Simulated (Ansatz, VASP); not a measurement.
## ZnO (zincite): VASP beside Ansatz

Wanted: the spread between two codes on one cell, functional and k mesh. The cell is taken from a series of runs on this material, whose earlier steps may have relaxed, scaled, displaced or heated it; both programs get it as it stands.

Calculated with Ansatz 0.2.0; plane waves, with VASP 6.6.1 beside it; zone-centre phonons at PBE.

## (1) Starting point

It takes space group P6_3mc (No. 186, hexagonal). The conventional cell has a = 3.191 Å, b = 3.191 Å, c = 5.147 Å, α = 90.00°, β = 90.00°, γ = 120.00°. O has 4 Zn at 1.94 to 1.95 Å nearest. Nearest to Zn lie 4 O at 1.94 to 1.95 Å. Farther neighbours and most contacts between anions are not listed.

As a file:

```
O Zn
1.0
     3.19057    0.00000    0.00000
    -1.59529    2.76312    0.00000
     0.00000    0.00000    5.14734
O Zn
2 2
Direct
  0.66667 0.33333 0.37906
  0.33333 0.66667 0.87906
  0.33333 0.66667 0.49995
  0.66667 0.33333 0.99995
```

## (2) VASP: zone-centre phonons, PBE

Second derivatives magnify differences that forces hide, and they need a tight electronic threshold.

Lines of VASP's logs that name or quote its potential files are left out, and so is its time.

INCAR

```
SYSTEM = ZnO
PREC = Accurate
ENCUT = 600
EDIFF = 1E-08
NELM = 120
ISMEAR = 0
SIGMA = 0.01
LREAL = .FALSE.
ALGO = Normal
GGA = PE
NBANDS = 24
LORBIT = 11
LWAVE = .FALSE.
LCHARG = .FALSE.
ISIF = 2
IBRION = 8
LEPSILON = .TRUE.
LASPH = .TRUE.
GGA_COMPAT = .FALSE.
EFERMI = MIDGAP
KPAR = 2
```

POSCAR

```
ZnO
1.0
    3.1905732432      0.0000000000      0.0000000000
   -1.5952866216      2.7631174812      0.0000000000
    0.0000000000      0.0000000000      5.1473391017
O Zn
2 2
Direct
    0.6666666667      0.3333333333      0.3790555417
    0.3333333333      0.6666666667      0.8790555417
    0.3333333333      0.6666666667      0.4999544583
    0.6666666667      0.3333333333      0.9999544583
```

KPOINTS

```
Automatic mesh
0
Gamma
15 15 10
0 0 0
```

The projector-augmented-wave data sets are O and Zn (PBE family, release 64).

Started as:

```console
$ mpirun -np 2 vasp_std
```

Numbers of over 12 decimals in the logs are rounded to 6 here.

Log:

```text
[banner, memory and clock lines left out]
running    2 mpi-ranks, on    1 nodes
 distrk:  each k-point on    1 cores,    2 groups
 distr:  one band on    1 cores,    1 groups

 POSCAR found type information on POSCAR O Zn
 POSCAR found :  2 types and       4 ions
 LDA part: xc-table for (Slater+PW92), standard interpolation
 POSCAR, INCAR and KPOINTS ok, starting setup
 FFT: planning ... GRIDC
 FFT: planning ... GRID_SOFT
 FFT: planning ... GRID
 WAVECAR not read
 entering main loop
       N       E                     dE             d eps       ncg     rms          rms(c)
DAV:   1     0.305660459077E+03    0.30566E+03   -0.20327E+04  7856   0.245E+03
DAV:   2     0.901999721172E+01   -0.29664E+03   -0.28161E+03  8464   0.459E+02
DAV:   3    -0.204643139688E+02   -0.29484E+02   -0.29259E+02  8840   0.149E+02
DAV:   4    -0.209373298975E+02   -0.47302E+00   -0.47269E+00  9040   0.197E+01
DAV:   5    -0.209401856704E+02   -0.28558E-02   -0.28557E-02  8856   0.146E+00    0.158E+01
DAV:   6    -0.175284638195E+02    0.34117E+01   -0.86961E+00 12848   0.655E+01    0.989E+00
DAV:   7    -0.177231724735E+02   -0.19471E+00   -0.27901E+00  7856   0.181E+01    0.581E+00
DAV:   8    -0.177385356383E+02   -0.15363E-01   -0.58072E-01 11816   0.814E+00    0.167E+00
DAV:   9    -0.176858108966E+02    0.52725E-01   -0.13025E-01 12040   0.702E+00    0.306E-01
DAV:  10    -0.176889585699E+02   -0.31477E-02   -0.45119E-02  7920   0.150E+00    0.158E-01
DAV:  11    -0.176888658470E+02    0.92723E-04   -0.10434E-03 11280   0.445E-01    0.366E-02
DAV:  12    -0.176889258128E+02   -0.59966E-04   -0.11664E-04  8840   0.185E-01    0.320E-02
DAV:  13    -0.176889190571E+02    0.67557E-05   -0.27415E-05 11160   0.134E-01    0.108E-02
DAV:  14    -0.176889189210E+02    0.13604E-06   -0.12768E-05  8584   0.368E-02    0.384E-03
DAV:  15    -0.176889184293E+02    0.49174E-06   -0.12416E-06  9536   0.991E-03    0.109E-03
DAV:  16    -0.176889183760E+02    0.53302E-07   -0.72580E-08  8768   0.281E-03    0.114E-03
DAV:  17    -0.176889183697E+02    0.62428E-08   -0.14722E-08  5096   0.167E-03
   1 F= -.17688918E+02 E0= -.17688918E+02  d E =0.000000E+00
 Linear response reoptimize wavefunctions to high precision
DAV:   1    -0.176889183789E+02   -0.91331E-08   -0.49517E-09  7136   0.586E-04
DAV:   2    -0.176889183789E+02   -0.27285E-10   -0.25983E-10  4296   0.170E-04
 Linear response G [H, r] |phi>, progress :
  Direction:   1
       N       E                     dE             d eps       ncg     rms
RMM:   1    -0.884039809755E+02   -0.88404E+02    0.39082E+02 16061   0.115E+02
 LRF_COMMUTATOR internal error: the vector H(1)-e(1) S(1) |phi(0)> is not orthog
 onal to |phi(0)> (-1.028535299473499E-004,-4.580363865969161E-014)
 LRF_COMMUTATOR internal error: the vector H(1)-e(1) S(1) |phi(0)> is not orthog
 onal to |phi(0)> (1.028535304581912E-004,5.085515342173608E-014)
RMM:   2    -0.928901669948E+02   -0.44862E+01   -0.11208E+01 11213   0.383E+01
 LRF_COMMUTATOR internal error: the vector H(1)-e(1) S(1) |phi(0)> is not orthog
 onal to |phi(0)> (-1.028535299358313E-004,-5.356652621468783E-014)
 LRF_COMMUTATOR internal error: the vector H(1)-e(1) S(1) |phi(0)> is not orthog
 onal to |phi(0)> (1.028535304521960E-004,6.804279362171428E-014)
RMM:   3    -0.934128900891E+02   -0.52272E+00   -0.10551E+00 13712   0.778E+00
RMM:   4    -0.934140058885E+02   -0.11158E-02   -0.18389E-02 13081   0.111E+00
RMM:   5    -0.934141708784E+02   -0.16499E-03   -0.12347E-03 14074   0.253E-01
RMM:   6    -0.934141805072E+02   -0.96287E-05   -0.20209E-04 13654   0.459E-02
RMM:   7    -0.934141689073E+02    0.11600E-04   -0.31627E-05 14121   0.115E-02
RMM:   8    -0.934141672194E+02    0.16879E-05   -0.10819E-05 13664   0.301E-03
RMM:   9    -0.934141659459E+02    0.12735E-05    0.16888E-05 11176   0.114E-03
RMM:  10    -0.934141659264E+02    0.19489E-07   -0.32998E-05  8859   0.661E-04
RMM:  11    -0.934141658447E+02    0.81707E-07   -0.40980E-05  7688   0.555E-04
RMM:  12    -0.934141659252E+02   -0.80487E-07   -0.41331E-05  6864   0.530E-04
RMM:  13    -0.934141659230E+02    0.21846E-08   -0.82821E-05  6644   0.522E-04
RMM:  14    -0.934141657856E+02    0.13741E-06   -0.87164E-05  6484   0.523E-04
 Linear response G [H, r] |phi>, progress :
  Direction:   2
       N       E                     dE             d eps       ncg     rms
RMM:   1    -0.932997053377E+02   -0.93300E+02    0.30574E+02 15959   0.112E+02
 LRF_COMMUTATOR internal error: the vector H(1)-e(1) S(1) |phi(0)> is not orthog
 onal to |phi(0)> (1.092264870375323E-004,-5.309815087617409E-014)
 LRF_COMMUTATOR internal error: the vector H(1)-e(1) S(1) |phi(0)> is not orthog
 onal to |phi(0)> (-1.028535024016064E-004,2.470506438312370E-014)
 LRF_COMMUTATOR internal error: the vector H(1)-e(1) S(1) |phi(0)> is not orthog
 onal to |phi(0)> (1.028535017419951E-004,1.838668106657337E-013)
RMM:   2    -0.987380947393E+02   -0.54384E+01   -0.11028E+01 11350   0.370E+01
[...]
Direction:   1
       N       E                     dE             d eps       ncg     rms          rms(c)
RMM:   1    -0.444818931019E+00   -0.44482E+00   -0.17998E+00 37180   0.479E+00
RMM:   2    -0.507506206163E+00   -0.62687E-01   -0.13755E-02 47627   0.118E+00    0.104E+00
RMM:   3    -0.505338347730E+00    0.21679E-02   -0.48415E-03 47967   0.476E-01    0.607E-01
[...]
RMM:   8    -0.528470087712E+00   -0.59921E-04    0.20702E-08 13375   0.272E-03    0.343E-04
RMM:   9    -0.528470705127E+00   -0.61741E-06    0.59288E-08 13718   0.581E-04    0.149E-04
RMM:  10    -0.528471645893E+00   -0.94077E-06    0.97168E-09 12093   0.300E-04    0.258E-05
RMM:  11    -0.528472224978E+00   -0.57908E-06    0.51159E-09  6335   0.487E-05    0.914E-06
 change of polarisation eV/A/(eV/A) component  3 :    -0.126    -0.103     0.999
 dielectric tensor                  component  3 :    -0.502    -0.411     4.984
 Linear response DOF=           4
 Linear response progress:
  Degree of freedom:   1/  4
       N       E                     dE             d eps       ncg     rms          rms(c)
RMM:   1    -0.366619318368E+00   -0.36662E+00    0.60802E-01119988   0.430E+00
RMM:   2    -0.358184559798E+00    0.84348E-02   -0.10854E-02 77596   0.111E+00    0.237E-01
RMM:   3    -0.359699709927E+00   -0.15152E-02   -0.95424E-04 89948   0.240E-01    0.133E-01
RMM:   4    -0.361447759457E+00   -0.17480E-02   -0.32452E-04 78927   0.115E-01    0.197E-02
RMM:   5    -0.361455993650E+00   -0.82342E-05   -0.13012E-05 94911   0.283E-02    0.355E-03
RMM:   6    -0.361374338200E+00    0.81655E-04   -0.78926E-07 81398   0.601E-03    0.962E-04
RMM:   7    -0.361369499131E+00    0.48391E-05   -0.12357E-07 96205   0.186E-03    0.296E-04
RMM:   8    -0.361368939719E+00    0.55941E-06   -0.71403E-09 95530   0.472E-04    0.889E-05
RMM:   9    -0.361368140508E+00    0.79921E-06    0.52537E-11 95260   0.937E-05    0.159E-05
RMM:  10    -0.361368432218E+00   -0.29171E-06   -0.83801E-09 95220   0.470E-05    0.581E-06
RMM:  11    -0.361368466472E+00   -0.34254E-07    0.10117E-08 95110   0.167E-05    0.268E-06
RMM:  12    -0.361368439441E+00    0.27031E-07    0.53544E-09 81875   0.984E-06    0.643E-07
RMM:  13    -0.361368433657E+00    0.57848E-08    0.31718E-09 65889   0.786E-06    0.142E-07
 first order change of Fermi-energy  -0.76904E-01
 force on displaced ion       1 direction 1 : -10.075  -0.000   0.000
 Born effective charge ion    1 direction 1 :  -2.085  -0.000   0.000
 Linear response progress:
  Degree of freedom:   2/  4
       N       E                     dE             d eps       ncg     rms          rms(c)
RMM:   1    -0.386462415320E+00   -0.38646E+00    0.60712E-01 25251   0.424E+00
RMM:   2    -0.377022263048E+00    0.94402E-02   -0.10835E-02 16151   0.112E+00    0.334E-01
RMM:   3    -0.378322106010E+00   -0.12998E-02   -0.13191E-03 17198   0.276E-01    0.170E-01
RMM:   4    -0.379738921199E+00   -0.14168E-02   -0.41858E-04 16527   0.132E-01    0.399E-02
RMM:   5    -0.379917049686E+00   -0.17813E-03   -0.25363E-05 19735   0.339E-02    0.110E-02
RMM:   6    -0.379789899711E+00    0.12715E-03   -0.61138E-06 17855   0.177E-02    0.234E-03
RMM:   7    -0.379808751926E+00   -0.18852E-04   -0.11015E-06 18268   0.499E-03    0.779E-04
RMM:   8    -0.379816807161E+00   -0.80552E-05   -0.28675E-07 18310   0.183E-03    0.457E-04
RMM:   9    -0.379810527427E+00    0.62797E-05    0.11007E-07 19177   0.698E-04    0.902E-05
RMM:  10    -0.379810201665E+00    0.32576E-06    0.74203E-09 20182   0.131E-04    0.361E-05
RMM:  11    -0.379810496674E+00   -0.29501E-06   -0.18835E-09 19389   0.805E-05    0.857E-06
RMM:  12    -0.379810544159E+00   -0.47486E-07   -0.22876E-09 19741   0.198E-05    0.527E-06
RMM:  13    -0.379810609661E+00   -0.65502E-07   -0.25477E-10 19190   0.163E-05    0.130E-06
RMM:  14    -0.379810600534E+00    0.91273E-08    0.11524E-09 16808   0.905E-06    0.745E-07
 first order change of Fermi-energy   0.17062E+00
 force on displaced ion       1 direction 3 :  -0.000  -0.000 -13.594
 Born effective charge ion    1 direction 3 :   0.000   0.000  -2.136
 Linear response progress:
  Degree of freedom:   3/  4
       N       E                     dE             d eps       ncg     rms          rms(c)
RMM:   1    -0.210049977487E+00   -0.21005E+00    0.26757E-02 98187   0.263E+00
RMM:   2    -0.208179443197E+00    0.18705E-02   -0.39917E-03 79941   0.616E-01    0.220E-01
RMM:   3    -0.207930524471E+00    0.24892E-03   -0.18113E-04 94542   0.997E-02    0.131E-01
RMM:   4    -0.207492112643E+00    0.43841E-03   -0.22558E-05 94838   0.432E-02    0.450E-03
RMM:   5    -0.207463895184E+00    0.28217E-04   -0.85431E-07 98138   0.476E-03    0.153E-03
RMM:   6    -0.207452318334E+00    0.11577E-04   -0.20482E-07 95949   0.214E-03    0.386E-04
RMM:   7    -0.207448570812E+00    0.37475E-05    0.24629E-08 97754   0.770E-04    0.764E-05
RMM:   8    -0.207448690314E+00   -0.11950E-06    0.27563E-08 95154   0.866E-05    0.331E-05
RMM:   9    -0.207448711308E+00   -0.20994E-07   -0.32916E-09 96779   0.603E-05    0.507E-06
RMM:  10    -0.207448684716E+00    0.26592E-07    0.62769E-09 92661   0.116E-05    0.182E-06
RMM:  11    -0.207448675726E+00    0.89899E-08    0.22022E-09 80404   0.701E-06    0.705E-07
 first order change of Fermi-energy   0.11319E+00
 force on displaced ion       3 direction 1 :  -9.385   0.000  -0.000
 Born effective charge ion    3 direction 1 :   2.084  -0.000  -0.000
 Linear response progress:
  Degree of freedom:   4/  4
       N       E                     dE             d eps       ncg     rms          rms(c)
RMM:   1    -0.221353280054E+00   -0.22135E+00    0.28540E-02 20856   0.270E+00
RMM:   2    -0.217284680972E+00    0.40686E-02   -0.42729E-03 16853   0.683E-01    0.213E-01
RMM:   3    -0.216898048075E+00    0.38663E-03   -0.31099E-04 18998   0.130E-01    0.130E-01
RMM:   4    -0.216414176089E+00    0.48387E-03   -0.23743E-04 19609   0.887E-02    0.362E-02
RMM:   5    -0.216282723483E+00    0.13145E-03   -0.75600E-05 18219   0.258E-02    0.556E-03
RMM:   6    -0.216270936902E+00    0.11787E-04    0.13729E-05 20763   0.715E-03    0.293E-03
RMM:   7    -0.216270855143E+00    0.81759E-07    0.14408E-06 18310   0.461E-03    0.676E-04
RMM:   8    -0.216270297463E+00    0.55768E-06   -0.94439E-07 20726   0.159E-03    0.234E-04
RMM:   9    -0.216270515499E+00   -0.21804E-06    0.67362E-07 20691   0.387E-04    0.822E-05
RMM:  10    -0.216271009767E+00   -0.49427E-06    0.28023E-08 20545   0.146E-04    0.158E-05
RMM:  11    -0.216271002724E+00    0.70427E-08   -0.15954E-07 20946   0.477E-05    0.680E-06
RMM:  12    -0.216270996683E+00    0.60407E-08    0.25988E-08 20417   0.200E-05    0.178E-06
 first order change of Fermi-energy  -0.17088E+00
 force on displaced ion       3 direction 3 :   0.000   0.000 -13.551
 Born effective charge ion    3 direction 3 :   0.000  -0.000   2.136
 Born effective charges drift removed
 Linear response finished
```

[end of part 1 of 3]

[Lines on the potential files, build, host, timing and source positions are cut from VASP's logs without a mark.]

[Logs are printed without paths, hosts, clocks, repeated set-up lines and the standing remarks that a program may print on its own settings, such as how far it seeks lower states.]

[Hosts, paths, dates, database ids (printed as entryN), source tags and the programs' standing remarks are cut or masked in the printed files.]
